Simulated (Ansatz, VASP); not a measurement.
# Na2Si4O9 (sodium tetrasilicate glass) in two plane-wave programs, part 3 of 4

Wanted: the spread between two codes on one cell, functional and k mesh. The structure shown is the start of the Ansatz relaxation below; VASP solves that cell, so the two are compared at the walk's first step.

VASP 6.6.1 and Ansatz 0.2.0.

So far. Step 3 (VASP: single point, PBE, start cell, pair 1): The run ends at a pressure of 3.67 GPa, with forces up to 5.1 eV/Å.

## 6. VASP: single point, PBE, start cell, pair 2

Level of this step: PBE; plane waves and PAW (Na_pv, Si, O) (VASP).

The same cell, functional and mesh now go to VASP, with its own data sets.

Input file INCAR:

```
SYSTEM = Na2Si4O9
PREC = Accurate
ENCUT = 520
EDIFF = 1E-06
NELM = 120
ISMEAR = 0
SIGMA = 0.01
LREAL = Auto
ALGO = Normal
GGA = PE
NBANDS = 264
LORBIT = 11
LWAVE = .FALSE.
LCHARG = .FALSE.
ISIF = 2
LASPH = .TRUE.
GGA_COMPAT = .FALSE.
EFERMI = MIDGAP
NCORE = 2
```

Input file POSCAR:

```
Na2Si4O9
1.0
   10.1788000000      0.0000000000      0.0000000000
    0.0000000000     10.1788000000      0.0000000000
    0.0000000000      0.0000000000     10.1788000000
Na Si O
10 20 45
Direct
    0.8073839745      0.4317699532      0.7685581797
    0.7236019963      0.1082249381      0.1010629937
    0.3776771329      0.0348764098      0.5749400715
    0.5848823044      0.3349510748      0.5662455299
    0.6523362282      0.4118560145      0.1410677094
    0.7098184462      0.1106711990      0.4228887492
    0.4641608048      0.4182221873      0.8688646992
    0.3484595434      0.2724289700      0.0241580540
    0.2464141156      0.1950229890      0.7663870004
    0.8882677722      0.4320548591      0.5430502613
    0.0056588203      0.8541085393      0.2879809015
    0.6816618855      0.6850218100      0.5318799859
    0.9344421739      0.8720183126      0.5858647385
    0.0618835226      0.5602428577      0.2352340158
    0.1691751483      0.5173792589      0.9529414076
    0.4524698393      0.9627460997      0.1152002201
    0.2590580422      0.4523224742      0.5771800212
    0.9178095650      0.2975891068      0.2635674146
    0.4740833890      0.7903092702      0.7519255708
    0.4039081228      0.2053778441      0.3156953668
    0.6730655873      0.6551263410      0.9637383582
    0.3607694424      0.4853126105      0.2985224191
    0.1310272331      0.2094844186      0.4603784336
    0.5573446772      0.0664223681      0.8441270091
    0.0314378905      0.2390753330      0.9587279444
    0.1632903682      0.9555153849      0.0547019295
    0.8915098047      0.8572523284      0.0048139270
    0.5692812512      0.7084233898      0.2450878296
    0.8400793807      0.1356348489      0.7304200888
    0.1724957755      0.7066746571      0.7080205918
    0.5659115023      0.7381420207      0.6231874091
    0.3136519040      0.5112292215      0.9961292097
    0.8886509215      0.8452862813      0.1766711204
    0.8026093449      0.7501178921      0.9444433529
    0.4912661610      0.1786261642      0.4354147837
    0.9526368531      0.4567237788      0.2785888317
    0.3171886666      0.4058238692      0.7075981452
    0.3725684757      0.4666561874      0.4560557237
    0.3180630330      0.7714956576      0.7351947184
    0.5030357213      0.9522340551      0.7471312925
    0.5483062836      0.9911286203      0.9920324596
    0.8484005973      0.9959228986      0.9725016701
    0.0027508154      0.2194070028      0.3666443982
    0.0553110386      0.8006641254      0.6584567925
    0.4238613589      0.0955220655      0.1957303415
    0.8866860534      0.0018371517      0.6681730656
    0.6890792628      0.1216842850      0.7891499980
    0.1512359021      0.3508566825      0.5279797226
    0.1444571069      0.6107694424      0.8302353912
    0.4523224742      0.1785377451      0.8738652886
    0.2528490588      0.2012614454      0.3604943608
    0.3070990687      0.9163064408      0.0482080402
    0.9693578811      0.2645498487      0.1037352144
    0.5466754431      0.7243977679      0.8759284002
    0.1551754627      0.1077238967      0.5756081267
    0.9675010807      0.9036919873      0.4301292883
    0.8092309506      0.7784119936      0.5713247141
    0.7663084057      0.2670845286      0.2718788069
    0.6434746728      0.6647247220      0.1180689276
    0.0644967973      0.5664714898      0.0719731206
    0.1125967698      0.9474201281      0.2104668527
    0.8193107243      0.2407356466      0.6147974221
    0.4502691869      0.6073702205      0.2662003380
    0.1347211852      0.1050222030      0.9822965379
    0.2045918969      0.4986737140      0.2697665737
    0.6859551224      0.5045683185      0.9180355248
    0.0519314654      0.7040613825      0.2924313279
    0.5125162102      0.8539218768      0.2106043934
    0.7093075805      0.5395429717      0.5658230833
    0.1175580619      0.3636381499      0.9302177074
    0.1978622234      0.6000609109      0.5844402091
    0.9298345581      0.2105257987      0.8392541360
    0.0562541753      0.8555625418      0.9841435140
    0.4239890753      0.3448834833      0.2454415059
    0.6503418871      0.7116948953      0.3767143475
```

Input file KPOINTS:

```
Automatic mesh
0
Gamma
1 1 1
0 0 0
```

The projector-augmented-wave data sets are Na_pv, Si and O (PBE family, release 64).

Run with:

```bash
$ mpirun -np 8 vasp_gam
```

Numbers of over 12 decimals in the logs are rounded to 6 here.

What it wrote:

```text
[... set-up lines as in an earlier step ...]
 entering main loop
       N       E                     dE             d eps       ncg     rms          rms(c)
DAV:   1     0.556086195201E+04    0.55609E+04   -0.22702E+05   536   0.175E+03
DAV:   2     0.225696112059E+03   -0.53352E+04   -0.50617E+04   600   0.472E+02
DAV:   3    -0.563725064368E+03   -0.78942E+03   -0.77327E+03   584   0.204E+02
DAV:   4    -0.611035853340E+03   -0.47311E+02   -0.46655E+02   632   0.534E+01
[...]
DAV:  17    -0.529330784122E+03   -0.40092E-05   -0.11432E-04   616   0.265E-02    0.163E-02
DAV:  18    -0.529330782854E+03    0.12688E-05   -0.90338E-06   584   0.818E-03    0.965E-03
DAV:  19    -0.529330782461E+03    0.39249E-06   -0.83262E-06   512   0.903E-03
   1 F= -.52933078E+03 E0= -.52933078E+03  d E =0.000000E+00
```

From OUTCAR (step 6):

```text
  Total       26.6266032     32.0589866     20.2211527     -0.2663352     -1.7430815     -3.5382090
  in kB       40.4516839     48.7046726     30.7203916     -0.4046219     -2.6481254     -5.3753199
  external PRESSURE =      39.9589161 kB  Pullay stress =       0.0000000 kB

 POSITION                                       TOTAL-FORCE (eV/Angst)
 -----------------------------------------------------------------------------------
      8.21820      4.39490      7.82300        -0.023856     -0.086290      0.167859
      7.36540      1.10160      1.02870         0.583103     -0.151884     -0.062788
      3.84430      0.35500      5.85220        -0.398859      0.024994     -0.460125
      5.95340      3.40940      5.76370        -0.147043      0.496830     -0.116474
      6.64000      4.19220      1.43590         0.137188      0.315027      0.100835
      7.22510      1.12650      4.30450         0.303067      0.180534      0.372994
      4.72460      4.25700      8.84400         0.321649      0.699419     -0.784351
      3.54690      2.77300      0.24590        -1.026232      0.103943      0.966922
      2.50820      1.98510      7.80090        -0.199381      0.209418     -0.266995
      9.04150      4.39780      5.52760         0.961046     -0.148232     -1.227980
      0.05760      8.69380      2.93130        -0.530794      0.306340     -3.574395
      6.93850      6.97270      5.41390         0.793258      0.990403      0.666326
      9.51150      8.87610      5.96340        -0.516872      0.880170     -0.293729
      0.62990      5.70260      2.39440         1.922671     -0.150623     -3.257800
[...]
-----------------------------------------------------------------------------------
    total drift:                               -0.016138     -0.004615      0.008357

  FREE ENERGIE OF THE ION-ELECTRON SYSTEM (eV)
  ---------------------------------------------------
  free  energy   TOTEN  =      -529.3307824611 eV

  energy  without entropy=     -529.3307824611  energy(sigma->0) =     -529.33078246

[... 2 parts as in an earlier step ...]

[... 1 further part left out ...]
[key lines of the parts left out:]
E-fermi :   3.4216
```

The run ends at a pressure of 4.00 GPa, with forces up to 7.0 eV/Å.

## 7. Differences

What differs besides the data sets and the points named for the pairs above, as far as they apply: the data sets hold 440 valence electrons in Ansatz (on its default PAW (the set named soft_2) files) and 420 in VASP. Total energies have different zeros and are not compared.

Forces on 10 of the 75 atoms, those with the largest forces and the largest differences (eV/Å; atoms numbered as in POSCAR):

| atom | Ansatz x, y, z | VASP x, y, z |
| --- | --- | --- |
| Si14 | 1.928, -0.157, -3.280 | 1.923, -0.151, -3.258 |
| Si15 | -1.259, 0.315, 2.273 | -1.357, 0.308, 2.218 |
| Si18 | 0.954, 0.650, -3.541 | 0.996, 0.663, -3.570 |
| Si25 | -0.539, -3.300, 2.663 | -0.547, -3.331, 2.635 |
| Si26 | -6.909, 1.104, 0.207 | -6.882, 1.133, 0.181 |
| Si27 | 3.602, 1.550, 3.934 | 3.622, 1.449, 3.939 |
| O32 | 2.393, -0.801, 0.856 | 2.497, -0.799, 0.908 |
| O34 | -1.677, -3.377, -1.608 | -1.682, -3.384, -1.601 |
| O42 | -1.389, 3.010, -0.975 | -1.404, 3.122, -1.015 |
| O52 | 4.976, -0.658, 0.124 | 5.012, -0.646, 0.140 |

The forces differ by 32 meV/Å r.m.s., which is 2.3 % of the r.m.s. force of 1.361 eV/Å (both taken over all components).

## 8. Ansatz: relaxation, PBE

The two programs are compared at the cell with which this relaxation starts, whose forces are those of its first step.

The structure compared here is the start of the Ansatz relaxation; VASP solves that cell, so the two are compared at the walk's first step.

Input file input.yaml:

```yaml
crystal:
  lattice:
    - [10.1788, 0.0, 0.0]
    - [0.0, 10.1788, 0.0]
    - [0.0, 0.0, 10.1788]
  atoms:
    - { symbol: Na, position: [0.53893, 0.11632, 0.15207] }
    - { symbol: Na, position: [0.56368, 0.80827, 0.97902] }
    - { symbol: Na, position: [0.86158, 0.80488, 0.87854] }
    - { symbol: Na, position: [0.96463, 0.72468, 0.15024] }
    - { symbol: Na, position: [0.43602, 0.12668, 0.75451] }
    - { symbol: Na, position: [0.06677, 0.97784, 0.78018] }
    - { symbol: Na, position: [0.45894, 0.00965, 0.41921] }
    - { symbol: Na, position: [0.01133, 0.88607, 0.40075] }
    - { symbol: Na, position: [0.4698, 0.38815, 0.52843] }
    - { symbol: Na, position: [0.67194, 0.78528, 0.27749] }
    - { symbol: Si, position: [0.39615, 0.42315, 0.81868] }
    - { symbol: Si, position: [0.16793, 0.12939, 0.08015] }
    - { symbol: Si, position: [0.2366, 0.60324, 0.30774] }
    - { symbol: Si, position: [0.32517, 0.8508, 0.13364] }
    - { symbol: Si, position: [0.68461, 0.38016, 0.81813] }
    - { symbol: Si, position: [0.87372, 0.06355, 0.15758] }
    - { symbol: Si, position: [0.1978, 0.16999, 0.5121] }
    - { symbol: Si, position: [0.63712, 0.77426, 0.63082] }
    - { symbol: Si, position: [0.80566, 0.00889, 0.60219] }
    - { symbol: Si, position: [0.804, 0.23313, 0.38254] }
    - { symbol: Si, position: [0.03492, 0.42484, 0.43389] }
    - { symbol: Si, position: [0.85165, 0.55314, 0.63911] }
    - { symbol: Si, position: [0.77534, 0.53904, 0.0599] }
    - { symbol: Si, position: [0.60469, 0.42221, 0.28072] }
    - { symbol: Si, position: [0.21065, 0.73909, 0.88409] }
    - { symbol: Si, position: [0.35626, 0.37837, 0.13408] }
    - { symbol: Si, position: [0.34696, 0.65885, 0.62051] }
    - { symbol: Si, position: [0.14613, 0.2537, 0.79279] }
    - { symbol: Si, position: [0.7282, 0.09943, 0.8887] }
    - { symbol: Si, position: [0.02289, 0.51681, 0.87871] }
    - { symbol: O, position: [0.93297, 0.32334, 0.38486] }
    - { symbol: O, position: [0.76662, 0.06716, 0.74104] }
    - { symbol: O, position: [0.93665, 0.59354, 0.7725] }
    - { symbol: O, position: [0.28681, 0.31937, 0.79024] }
    - { symbol: O, position: [0.08757, 0.81429, 0.92391] }
    - { symbol: O, position: [0.25921, 0.26147, 0.12312] }
    - { symbol: O, position: [0.53472, 0.35756, 0.7806] }
    - { symbol: O, position: [0.49114, 0.34274, 0.20019] }
    - { symbol: O, position: [0.87681, 0.93562, 0.24246] }
    - { symbol: O, position: [0.28657, 0.63367, 0.46929] }
    - { symbol: O, position: [0.55398, 0.54366, 0.3487] }
    - { symbol: O, position: [0.04488, 0.36734, 0.8252] }
    - { symbol: O, position: [0.16206, 0.33649, 0.47092] }
    - { symbol: O, position: [0.14702, 0.06462, 0.423] }
    - { symbol: O, position: [0.5724, 0.06683, 0.92443] }
    - { symbol: O, position: [0.80512, 0.1238, 0.49598] }
    - { symbol: O, position: [0.75414, 0.686, 0.08047] }
    - { symbol: O, position: [0.3282, 0.78314, 0.98799] }
    - { symbol: O, position: [0.45656, 0.8865, 0.20312] }
    - { symbol: O, position: [0.66897, 0.91579, 0.56482] }
    - { symbol: O, position: [0.93554, 0.5238, 0.01381] }
    - { symbol: O, position: [0.16206, 0.58626, 0.90697] }
    - { symbol: O, position: [0.02449, 0.1275, 0.13481] }
    - { symbol: O, position: [0.09036, 0.53914, 0.33465] }
    - { symbol: O, position: [0.25724, 0.74307, 0.7243] }
    - { symbol: O, position: [0.16093, 0.14663, 0.92096] }
    - { symbol: O, position: [0.65604, 0.77955, 0.78139] }
    - { symbol: O, position: [0.69707, 0.49292, 0.93303] }
    - { symbol: O, position: [0.36982, 0.52318, 0.7085] }
    - { symbol: O, position: [0.35115, 0.17296, 0.53106] }
    - { symbol: O, position: [0.38946, 0.44506, 0.98113] }
    - { symbol: O, position: [0.23769, 0.98513, 0.1075] }
    - { symbol: O, position: [0.67092, 0.32733, 0.39253] }
    - { symbol: O, position: [0.48445, 0.73524, 0.60551] }
    - { symbol: O, position: [0.81332, 0.04563, 0.0063] }
    - { symbol: O, position: [0.7518, 0.2573, 0.87858] }
    - { symbol: O, position: [0.78776, 0.17098, 0.23565] }
    - { symbol: O, position: [0.92266, 0.91697, 0.61328] }
    - { symbol: O, position: [0.72554, 0.4544, 0.17848] }
    - { symbol: O, position: [0.75692, 0.44125, 0.69714] }
    - { symbol: O, position: [0.24294, 0.74452, 0.23391] }
    - { symbol: O, position: [0.96063, 0.49418, 0.55275] }
    - { symbol: O, position: [0.29499, 0.49222, 0.22343] }
    - { symbol: O, position: [0.74483, 0.66173, 0.58658] }
    - { symbol: O, position: [0.1253, 0.16719, 0.65817] }
kpoints:
  mp_grid: { grid: [1, 1, 1] }
hamiltonian:
  xc: pbe
scf:
  occupations: { method: fixed }
output:
  forces: true
  stress: true
relax:
  f_tol: 0.04
  max_steps: 90
  cell: { stress_tol: 0.1, fix: [alpha, beta, gamma] }
```

Run with:

```bash
$ ansatz run input.yaml --threads 8 --pin off --max-ram 15360MiB --backend cpu --events-out ev --progress --plain --runs-dir out
```

What it wrote:

```text
[...]
Crystal: 75 atoms, lattice volume = 1054.605 Å³
Basis set: ecut = 420 eV, 20479 PW (Γ), exchange–correlation on 144×144×144 points (8 copies of the dense FFT grid, shifted against one another)
Bands: 295, of which v1, the nominal top of the filled ones, is band 220 counted from 1 (219 counted from 0)
Symmetry: 1 space group operations
[...]
k-points: 1
[...]
- { symbol: O, position: [0.920865, 0.591113, 0.768210] }
    - { symbol: O, position: [0.278858, 0.337241, 0.790800] }
    - { symbol: O, position: [0.076067, 0.833785, 0.911579] }
    - { symbol: O, position: [0.259430, 0.265602, 0.124255] }
    - { symbol: O, position: [0.527401, 0.343412, 0.800121] }
    - { symbol: O, position: [0.497038, 0.331139, 0.193125] }
[...]
- { symbol: O, position: [0.942197, 0.484668, 0.535438] }
    - { symbol: O, position: [0.310093, 0.505535, 0.240100] }
    - { symbol: O, position: [0.739633, 0.656025, 0.576119] }
    - { symbol: O, position: [0.119464, 0.182821, 0.664416] }
[key lines of the parts left out:]
P = ⅓ Tr σ = -0.0213 GPa (-0.213 kbar)
```

[end of part 3 of 4]

[Lines on the potential files, build, host, timing and source positions are cut from VASP's logs without a mark.]

[Logs are printed without paths, hosts, clocks, repeated set-up lines and the standing remarks that a program may print on its own settings, such as how far it seeks lower states.]

[Hosts, paths, dates, database ids (printed as entryN), source tags and the programs' standing remarks are cut or masked in the printed files.]
